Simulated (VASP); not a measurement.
An input for Quantum ESPRESSO's pw.x (written as the equivalent of a VASP run, and not itself run):

```
&CONTROL
  calculation = 'vc-relax'
  pseudo_dir = './pseudo'
  outdir = './out'
  tprnfor = .true.
  tstress = .true.
  nstep = 40
  forc_conv_thr = 0.00078
/
&SYSTEM
  ibrav = 0
  nat = 6
  ntyp = 2
  ecutwfc = 84
  occupations = 'smearing'
  smearing = 'gaussian'
  degauss = 0.003675
  input_dft = 'pbe'
/
&ELECTRONS
  conv_thr = 7.3e-08
  electron_maxstep = 100
/
&IONS
/
&CELL
/
ATOMIC_SPECIES
  Ti 47.867 Ti.upf
  O 15.999 O.upf
CELL_PARAMETERS angstrom
     4.6451218    0.0000000    0.0000000
    -0.0000000    4.6451218    0.0000000
     0.0000000    0.0000000    2.9692387
ATOMIC_POSITIONS crystal
  Ti   1.0000000  0.0000000  1.0000000
  Ti   0.5000000  0.5000000  0.5000000
  O    0.3049496  0.3049496  0.0000000
  O    0.8049496  0.1950504  0.5000000
  O    0.1950504  0.8049496  0.5000000
  O    0.6950504  0.6950504  1.0000000
K_POINTS automatic
  5 5 7 0 0 0
```

### Question
Write the VASP files for the same calculation (PBE).

### Answer
One answer among several that fit: 
**KPOINTS**
```
Automatic
0
G
5 5 7
```

INCAR:
```
ALGO  =  Normal
EDIFF  =  1E-6
EDIFFG  =  -0.02
ENCUT  =  620
GGA  =  PE
IBRION  =  2
ISIF  =  3
ISMEAR  =  0
LASPH  =  .TRUE.
LCHARG  =  .FALSE.
LMAXMIX  =  4
LREAL  =  .FALSE.
LWAVE  =  .FALSE.
NELM  =  100
NSW  =  40
PREC  =  Accurate
SIGMA  =  0.05
SYSTEM  =  TiO2
```

### POSCAR
```
TiO2
1
    4.6451218421     0.0000000000     0.0000000000
   -0.0000000000     4.6451218421     0.0000000000
    0.0000000000     0.0000000000     2.9692386625
Ti O
2 4
Direct
  1.0000000000   0.0000000000   1.0000000000
  0.5000000000   0.5000000000   0.5000000000
  0.3049495937   0.3049495937   0.0000000000
  0.8049495937   0.1950504063   0.5000000000
  0.1950504063   0.8049495937   0.5000000000
  0.6950504063   0.6950504063   1.0000000000
```

POTCAR, in this order: Ti_sv O (PBE.64 set). Program: vasp_std.

The two are equivalent in intent, not identical: the potentials are each code's own (VASP's PAW set, PseudoDojo norm-conserving files in pw.x), so ENCUT and ecutwfc are chosen apart and not converted; conv_thr bounds pw.x's estimated SCF error, while EDIFF bounds the energy change between steps; forc_conv_thr acts on force components and is met together with etot_conv_thr.

The compound is TiO2 in the rutile structure. This run relaxes it. Symmetry was kept, so distortions that lower it aren't found.
